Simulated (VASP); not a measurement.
# CaP5 (P6/mmm) in VASP: notebook

Runs on CaP5. Level: PBE. Tasks: single point.

Everything below comes from runs of VASP 6.6.1. Logs are shortened: lines on timing, memory, paths and dates and some standing lists are left out, and cuts for length are marked.

## (1) The cell of the first run

Symmetry: P6/mmm, No. 191, hexagonal system. Conventional cell: a = 5.630 Å, b = 5.630 Å, c = 4.694 Å, α = 90.00°, β = 90.00°, γ = 120.00°. Ca (site symmetry 6/mmm) has 18 P at 3.25 to 3.67 Å as nearest neighbours. P (site symmetry mmm) has 8 P at 2.82 to 2.85 Å as nearest neighbours. P (site symmetry -6m2) is surrounded by 9 P at 2.85 to 3.25 Å and 3 Ca at 3.25 Å.

The cell was built by a generator and needn't be a form met in nature.

## (2) Single point, PBE (species swapped into the YFe5 type (P6/mmm, No. 191))

Contents of INCAR:

```
PREC     = Accurate       # precision mode
ENCUT    = 520            # plane-wave cutoff, eV
EDIFF    = 1E-6           # SCF threshold, eV
ISMEAR   = 0              # smearing method
SIGMA    = 0.1            # smearing width, eV
LREAL    = F              # projectors in reciprocal space
LASPH    = T              # aspherical terms in the spheres
NELM     = 80             # most SCF steps
ALGO     = Normal         # electronic algorithm
ISIF     = 2              # what is computed and relaxed
LWAVE    = F              # write WAVECAR
LCHARG   = F              # write CHGCAR
GGA      = PE             # functional
NBANDS   = 26             # bands
```

Contents of KPOINTS:

```
regular mesh
0
Gamma
  6 6 4
```

Contents of POSCAR:

```
CaP5
1.0
    5.6303448800      0.0000000000      0.0000000000
   -2.8151724400      4.8760217000      0.0000000000
    0.0000000000      0.0000000000      4.6938824600
Ca P
1 5
Direct
    0.0000000000      0.0000000000      0.0000000000
    0.5000000000      0.0000000000      0.5000000000
    0.5000000000      0.5000000000      0.5000000000
    0.0000000000      0.5000000000      0.5000000000
    0.3333333300      0.6666666700      0.0000000000
    0.6666666700      0.3333333300      0.0000000000
```

Potentials or basis: VASP PAW PBE potentials, release 64 (Ca_sv, P).

The run is started by

```sh
$ cat potpaw_PBE.64/Ca_sv/POTCAR potpaw_PBE.64/P/POTCAR > POTCAR
$ mpirun -np 1 vasp_std > vasp.out
```

OUTCAR:

```text
PREC = Accurate
   ENCUT = 520
   EDIFF = 1E-6
   ISMEAR = 0
   LREAL = F
   LASPH = T
   NELM = 80
   ISIF = 2
   GGA = PE

 ion  position               nearest neighbor table
   1  0.000  0.000  0.000-
   2  0.500  0.000  0.500-   3 2.82   4 2.82   3 2.82   4 2.82   5 2.85   6 2.85   5 2.85   6 2.85

   3  0.500  0.500  0.500-   4 2.82   4 2.82   2 2.82   2 2.82   5 2.85   6 2.85   5 2.85   6 2.85

   4  0.000  0.500  0.500-   3 2.82   3 2.82   2 2.82   2 2.82   5 2.85   6 2.85   5 2.85   6 2.85

   5  0.333  0.667  0.000-   4 2.85   4 2.85   2 2.85   2 2.85   3 2.85   3 2.85
   6  0.667  0.333  0.000-   4 2.85   4 2.85   2 2.85   2 2.85   3 2.85   3 2.85

  LATTYP: Found a hexagonal cell.
 ALAT       =     5.6303448800
 C/A-ratio  =     0.8336758334

  Lattice vectors:

 A1 = (   5.6303448800,   0.0000000000,   0.0000000000)
 A2 = (  -2.8151724400,   4.8760217000,   0.0000000000)
 A3 = (   0.0000000000,   0.0000000000,   4.6938824600)

Analysis of symmetry for initial positions (statically):
=====================================================================
 Subroutine PRICEL returns:
 Original cell was already a primitive cell.

 Routine SETGRP: Setting up the symmetry group for a
 hexagonal supercell.

 Subroutine GETGRP returns: Found 24 space group operations
 (whereof 24 operations were pure point group operations)
 out of a pool of 24 trial point group operations.

The static configuration has the point symmetry D_6h.

Analysis of symmetry for dynamics (positions and initial velocities):
=====================================================================
 Subroutine PRICEL returns:
 Original cell was already a primitive cell.

 Routine SETGRP: Setting up the symmetry group for a
 hexagonal supercell.

 Subroutine GETGRP returns: Found 24 space group operations
 (whereof 24 operations were pure point group operations)
 out of a pool of 24 trial point group operations.

The dynamic configuration has the point symmetry D_6h.

 Subroutine INISYM returns: Found 24 space group operations
 (whereof 24 operations are pure point group operations),
 and found     1 'primitive' translations

----------------------------------------------------------------------------------------

                                     Primitive cell

  volume of cell :     128.8644

  direct lattice vectors                    reciprocal lattice vectors
     5.630344880  0.000000000  0.000000000     0.177609014  0.102542612  0.000000000
    -2.815172440  4.876021700  0.000000000     0.000000000  0.205085223  0.000000000
     0.000000000  0.000000000  4.693882460     0.000000000  0.000000000  0.213043255

  length of vectors
     5.630344880  5.630344882  4.693882460     0.205085224  0.205085223  0.213043255

  position of ions in fractional coordinates (direct lattice)
     0.000000000  0.000000000  0.000000000
     0.500000000  0.000000000  0.500000000
     0.500000000  0.500000000  0.500000000
     0.000000000  0.500000000  0.500000000
     0.333333330  0.666666670  0.000000000
     0.666666670  0.333333330  0.000000000

  ion indices of the primitive-cell ions
   primitive index   ion index
                 1           1
                 2           2
                 3           3
                 4           4
                 5           5
                 6           6

----------------------------------------------------------------------------------------

 KPOINTS: regular mesh

Automatic generation of k-mesh.
 Grid dimensions read from file:
 generate k-points for:    6    6    4

 Generating k-lattice:

  Cartesian coordinates                     Fractional coordinates (reciprocal lattice)
     0.029601502  0.017090435  0.000000000     0.166666667  0.000000000  0.000000000
     0.000000000  0.034180871  0.000000000     0.000000000  0.166666667  0.000000000
     0.000000000  0.000000000  0.053260814     0.000000000  0.000000000  0.250000000

  Length of vectors
     0.034180871  0.034180871  0.053260814

  Shift w.r.t. Gamma in fractional coordinates (k-lattice)
     0.000000000  0.000000000  0.000000000

 Subroutine IBZKPT returns following result:
 ===========================================

 Found     21 irreducible k-points:

 Following reciprocal coordinates:
            Coordinates               Weight
  0.000000  0.000000  0.000000      1.000000
  0.166667  0.000000  0.000000      6.000000
  0.333333 -0.000000  0.000000      6.000000
  0.500000  0.000000  0.000000      3.000000
  0.166667  0.166667  0.000000      6.000000
  0.333333  0.166667  0.000000     12.000000
[... 13 lines left out ...]
  0.333333  0.166667  0.500000     12.000000
  0.333333  0.333333  0.500000      2.000000
   k-points           NKPTS =     21   k-points in BZ     NKDIM =     21   number of bands    NBANDS=     26
   number of dos      NEDOS =    301   number of ions     NIONS =      6
   total plane-waves  NPLWV =  63504
   dimension x,y,z NGX =    42 NGY =   42 NGZ =   36
   dimension x,y,z NGXF=    84 NGYF=   84 NGZF=   72
   ions per type =               1   5
   NGX,Y,Z   is equivalent  to a cutoff of  12.40, 12.40, 12.75 a.u.
   NGXF,Y,Z  is equivalent  to a cutoff of  24.80, 24.80, 25.50 a.u.
 SYSTEM =  unknown system
   PREC   = accura    normal or accurate (medium, high low for compatibility)
   ISTART =      0    job   : 0-new  1-cont  2-samecut
   ICHARG =      2    charge: 1-file 2-atom 10-const
   ISPIN  =      1    spin polarized calculation?
   LNONCOLLINEAR =      F non collinear calculations
   LSORBIT =      F    spin-orbit coupling
   LASPH  =      T    aspherical Exc in radial PAW
   ENCUT  =  520.0 eV  38.22 Ry    6.18 a.u.  10.47 10.47  8.73*2*pi/ulx,y,z
   NELM   =     80;   NELMIN=  2; NELMDL= -5     # of ELM steps
   EDIFF  = 0.1E-05   stopping-criterion for ELM
   LREAL  =      F    real-space projection
   EDIFFG = 0.1E-04   stopping-criterion for IOM
   NSW    =      0    number of steps for IOM
   IBRION =     -1    ionic relax: 0-MD 1-quasi-New 2-CG
   NFREE  =      0    steps in history (QN), initial steepest desc. (CG)
   ISIF   =      2    stress and relaxation
   ISYM   =      2    0-nonsym 1-usesym 2-fastsym
   POTIM  = 0.5000    time-step for ionic-motion
   TEBEG  =    0.0;   TEEND  =   0.0 temperature during run
   PSTRESS=    0.0 pullay stress
   NELECT =      35.0000    total number of electrons
   NUPDOWN=      -1.0000    fix difference up-down
   EMIN   =  10.00;   EMAX   =-10.00  energy-range for DOS
   EFERMI =   0.00;   METHOD = LEGACY
   ISMEAR =     0;   SIGMA  =   0.10  broadening in eV -4-tet -1-fermi 0-gaus
   EFERMI_NEDOS =   21; number of points for ismear=-14 and -15
   IALGO  =     38    algorithm
   IMIX   =      4    mixing-type and parameters
     AMIX     =   0.40;   BMIX     =  1.00
     AMIX_MAG =   1.60;   BMIX_MAG =  1.00
  volume/ion in A,a.u.               =      21.48       144.94
  Fermi-wavevector in a.u.,A,eV,Ry     =   1.060197  2.003482 15.293189  1.124018
  Thomas-Fermi vector in A             =   2.195569
   LORBIT       =      0    0 simple, 1 ext, 2 COOP (PROOUT), +10 PAW based schemes
   GGA     = PE    functional components
   LHFCALC =     F    Hartree Fock is set to
   AEXX    =    0.0000 exact exchange contribution
   IVDW    =     0    specifies the selected vdW correction
   LEPSILON=     F    determine dielectric tensor
   LRPA    =     F    only Hartree local field effects (RPA)
 non-spin polarized calculation
 Gauss-broadening in eV      SIGMA  =   0.10
  energy-cutoff  :      520.00
  volume of cell :      128.86
 maximum number of plane-waves:      3509
 NGX is ok and might be reduce to    42
   NGX = 21   NGY = 21   NGZ = 17

 number of electron      35.0000004 magnetization

 Free energy of the ion-electron system (eV)
  ---------------------------------------------------
  ext. energy  EPLUGINS =         0.00000000
  ---------------------------------------------------
  free energy    TOTEN  =       -26.76669113 eV

  energy without entropy =      -26.75029515  energy(sigma->0) =      -26.75849314

 E-fermi :   5.3913     XC(G=0):  -9.6839

 val. band max:        5.3681435723   @ k =   0.3333  -0.0000   0.0000
 cond. band min:       5.3932882967   @ k =   0.1667   0.1667   0.5000
 fundamental gap:      0.0251447244
 Fermi energy:         5.3913031866

 k-point     1 :       0.0000    0.0000    0.0000
  band No.  band energies     occupation
      1     -36.3591      2.00000
      2     -17.4116      2.00000
      3     -17.3000      2.00000
      4     -17.3000      2.00000
      5      -8.1152      2.00000
      6      -4.1203      2.00000
[... 18 lines left out ...]
     25       8.7617      0.00000
     26       9.2089      0.00000

 k-point     2 :       0.1667    0.0000    0.0000
  band No.  band energies     occupation
      1     -36.3591      2.00000
      2     -17.4115      2.00000
      3     -17.3012      2.00000
      4     -17.3003      2.00000
      5      -7.9889      2.00000
      6      -4.9553      2.00000
[... 18 lines left out ...]
     25       8.1382      0.00000
     26       8.9716      0.00000

 k-point     3 :       0.3333   -0.0000    0.0000
  band No.  band energies     occupation
      1     -36.3591      2.00000
      2     -17.4113      2.00000
      3     -17.3037      2.00000
      4     -17.3008      2.00000
      5      -7.6391      2.00000
      6      -5.8985      2.00000
[... 18 lines left out ...]
     25       8.6992      0.00000
     26       8.8922      0.00000

 k-point     4 :       0.5000    0.0000    0.0000
  band No.  band energies     occupation
      1     -36.3590      2.00000
      2     -17.4113      2.00000
      3     -17.3049      2.00000
      4     -17.3010      2.00000
      5      -7.3180      2.00000
      6      -6.4237      2.00000
[... 18 lines left out ...]
     25       8.6022      0.00000
     26       8.7668      0.00000

 k-point     5 :       0.1667    0.1667    0.0000
  band No.  band energies     occupation
      1     -36.3591      2.00000
      2     -17.4114      2.00000
      3     -17.3028      2.00000
      4     -17.3009      2.00000
      5      -7.7473      2.00000
      6      -5.6616      2.00000
[... 18 lines left out ...]
     25       8.4898      0.00000
     26       8.6005      0.00000

 k-point     6 :       0.3333    0.1667    0.0000
  band No.  band energies     occupation
      1     -36.3590      2.00000
      2     -17.4112      2.00000
      3     -17.3042      2.00000
      4     -17.3016      2.00000
      5      -7.3349      2.00000
      6      -6.3822      2.00000
[... 340 lines left out ...]
 k-point    18 :       0.5000    0.0000    0.5000
  band No.  band energies     occupation
      1     -36.3587      2.00000
      2     -17.4209      2.00000
      3     -17.3032      2.00000
      4     -17.2998      2.00000
      5      -6.3613      2.00000
      6      -5.3938      2.00000
[... 18 lines left out ...]
     25       8.4601      0.00000
     26       9.1476      0.00000

 k-point    19 :       0.1667    0.1667    0.5000
  band No.  band energies     occupation
      1     -36.3588      2.00000
      2     -17.4212      2.00000
      3     -17.3014      2.00000
      4     -17.2997      2.00000
      5      -6.7813      2.00000
      6      -5.4960      2.00000
[... 18 lines left out ...]
     25       8.1934      0.00000
     26       9.0461      0.00000

 k-point    20 :       0.3333    0.1667    0.5000
  band No.  band energies     occupation
      1     -36.3587      2.00000
      2     -17.4209      2.00000
      3     -17.3027      2.00000
      4     -17.3004      2.00000
      5      -6.3704      2.00000
      6      -5.3622      2.00000
[... 18 lines left out ...]
     25       8.4912      0.00000
     26       8.5572      0.00000

 k-point    21 :       0.3333    0.3333    0.5000
  band No.  band energies     occupation
      1     -36.3587      2.00000
      2     -17.4208      2.00000
      3     -17.3018      2.00000
      4     -17.3018      2.00000
      5      -5.9071      2.00000
      6      -5.9071      2.00000
[... 18 lines left out ...]
     25       8.6321      0.00000
     26       8.7434      0.00000

------------------------ aborting loop because EDIFF is reached ----------------------------------------

  FORCE on cell =-STRESS in cart. coord.  units (eV):
  Direction    XX          YY          ZZ          XY          YZ          ZX
  --------------------------------------------------------------------------------------
  -------------------------------------------------------------------------------------
  Total       -7.8419251     -7.8419252     -9.2417584      0.0000000      0.0000000      0.0000000
  in kB      -97.4990619    -97.4990620   -114.9032617      0.0000000      0.0000000      0.0000000
  external PRESSURE =    -103.3004619 kB  Pullay stress =       0.0000000 kB

 VOLUME and BASIS-vectors are now :
 -----------------------------------------------------------------------------
  energy-cutoff  :      520.00
  volume of cell :      128.86
      direct lattice vectors                 reciprocal lattice vectors
     5.630344880  0.000000000  0.000000000     0.177609014  0.102542612  0.000000000
    -2.815172440  4.876021700  0.000000000     0.000000000  0.205085223  0.000000000
     0.000000000  0.000000000  4.693882460     0.000000000  0.000000000  0.213043255

 POSITION                                       TOTAL-FORCE (eV/Angst)
 -----------------------------------------------------------------------------------
      0.00000      0.00000      0.00000        -0.000000      0.000000      0.000000
      2.81517      0.00000      2.34694        -0.000000      0.000000      0.000000
      1.40759      2.43801      2.34694        -0.000000      0.000000      0.000000
     -1.40759      2.43801      2.34694        -0.000000      0.000000      0.000000
     -0.00000      3.25068      0.00000        -0.000000      0.000000      0.000000
      2.81517      1.62534      0.00000         0.000000     -0.000000      0.000000
 -----------------------------------------------------------------------------------
    total drift:                                0.000000     -0.000000     -0.000000

  FREE ENERGIE OF THE ION-ELECTRON SYSTEM (eV)
  ---------------------------------------------------
  free  energy   TOTEN  =       -26.7666911281 eV

  energy  without entropy=      -26.7502951467  energy(sigma->0) =      -26.75849314
```

Run time: 2.3 min. Hardware: 1 thread of AMD EPYC 7R43 (Zen 3), shared host; peak memory 0.21 GiB.

What came out:

| Quantity | Value |
| --- | --- |
| Free energy | -26.7667 eV |
| Pressure | -10.3 GPa |
| Band gap on the k mesh | none (metal or under the smearing width) |

Stress tensor (GPa, compression positive):
```
 -9.75   0.00   0.00
  0.00  -9.75   0.00
  0.00   0.00 -11.49
```

Levels at points of the mesh, in eV from the Fermi level:
| k point | band 14 | band 15 | band 16 | band 17 | band 18 | band 19 | band 20 | band 21 | band 22 | band 23 |
| --- | --- | --- | --- | --- | --- | --- | --- | --- | --- | --- |
| (0.00, 0.00, 0.00) | -1.83 | -1.83 | -1.70 | -0.96 | -0.96 | 0.54 | 0.82 | 0.82 | 2.45 | 2.45 |
| (0.50, 0.00, 0.00) | -1.99 | -1.95 | -1.73 | -1.23 | -1.09 | -0.70 | 1.51 | 1.64 | 1.78 | 2.73 |
| (0.00, 0.00, 0.50) | -3.71 | -0.88 | -0.88 | -0.23 | 0.16 | 2.38 | 2.75 | 2.92 | 2.95 | 2.95 |
| (0.50, 0.00, 0.50) | -1.47 | -1.30 | -1.20 | -0.99 | -0.18 | 1.13 | 1.34 | 1.37 | 2.05 | 2.76 |

(Part 1 of 2 ends here.)
